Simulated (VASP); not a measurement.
# MgH2: phonons with PBE

The system is MgH2.

```
Mg H
1.0
     4.50885    0.00000    0.00000
     0.00000    4.50885    0.00000
     0.00000    0.00000    3.00882
Mg H
2 4
Cartesian
  0.0000 0.0000 0.0000
  2.2544 2.2544 1.5044
  1.3729 1.3729 0.0000
  0.8815 3.6273 1.5044
  3.1360 3.1360 0.0000
  3.6273 0.8815 1.5044
```

```
Program                : VASP 6.6.1
Task                   : phonons
Functional             : PBE
Potentials or basis    : VASP PAW PBE potentials, release 64 (Mg, H)
Cutoff                 : 600 eV
k mesh                 : 6 × 6 × 10
Occupations            : gaussian, width 0.03 eV
Spin                   : no spin polarisation
By perturbation theory : no
Further INCAR settings : ALGO = Normal; EDIFF = 1e-08; IBRION = 6; POTIM = 0.015; NSW = 1
```

The relaxed volume is 10.21 Å³/atom. The relaxed cell is a = 4.511 Å, b = 4.511 Å, c = 3.010 Å, α = 90.00°, β = 90.00°, γ = 90.00° and the space group after relaxing (to 0.05 Å) is P4_2/mnm (No. 136). The highest phonon frequency at Γ, LO-TO splitting left out is 1477 cm⁻¹.

Final structure:
```cif
data_structure
_symmetry_space_group_name_H-M 'P 1'
_symmetry_Int_Tables_number 1
_cell_length_a 4.5108
_cell_length_b 4.5108
_cell_length_c 3.0098
_cell_angle_alpha 90.000
_cell_angle_beta 90.000
_cell_angle_gamma 90.000
_cell_volume 61.24
loop_
_atom_site_label
_atom_site_type_symbol
_atom_site_fract_x
_atom_site_fract_y
_atom_site_fract_z
_atom_site_occupancy
Mg1 Mg 0.00000 0.00000 0.00000 1
Mg2 Mg 0.50000 0.50000 0.50000 1
H1 H 0.30441 0.30441 0.00000 1
H2 H 0.19559 0.80441 0.50000 1
H3 H 0.69559 0.69559 0.00000 1
H4 H 0.80441 0.19559 0.50000 1
```

Phonon frequencies in cm⁻¹ (negative: imaginary):
| q point | frequencies |
| --- | --- |
| (0.000, 0.000, 0.000) | 0 0 0 184 291 298 298 523 523 789 861 973 973 1119 1189 1189 1289 1477 |

Run time: 62 s on 2 MPI ranks on Intel(R) Xeon(R) 6975P-C (Granite Rapids), on a shared host, peak memory 0.33 GiB a rank.
